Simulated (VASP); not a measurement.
## Ru: phonons with r2SCAN

Crystal: Ru.

```
CELL_PARAMETERS angstrom
2.70482 0.00000 0.00000
-1.35241 2.34244 0.00000
0.00000 0.00000 4.27716
ATOMIC_POSITIONS crystal
Ru 0.33333 0.66667 0.25000
Ru 0.66667 0.33333 0.75000
```

```json
{
  "Program": "VASP 6.6.1",
  "Task": "phonons",
  "Functional": "r2SCAN",
  "Potentials or basis": "VASP PAW PBE potentials, release 64 (Ru_pv)",
  "Cutoff": "600 eV",
  "k mesh": "15 × 15 × 9",
  "Occupations": "methfessel-paxton, width 0.1 eV",
  "Spin": "no spin polarisation",
  "By perturbation theory": "no",
  "Further INCAR settings": "ALGO = Normal; EDIFF = 1e-08; IBRION = 6; POTIM = 0.015; NSW = 1"
}
```

```json
{
 "Highest phonon frequency at Γ": "268 cm⁻¹"
}
```

Phonon frequencies in cm⁻¹ (negative: imaginary):
| q point | frequencies |
| --- | --- |
| (0.000, 0.000, 0.000) | 0 0 0 198 198 268 |

It took 23 min on 1 thread of Intel(R) Xeon(R) 6975P-C (Granite Rapids), with other jobs on the host, peak memory 0.56 GiB.
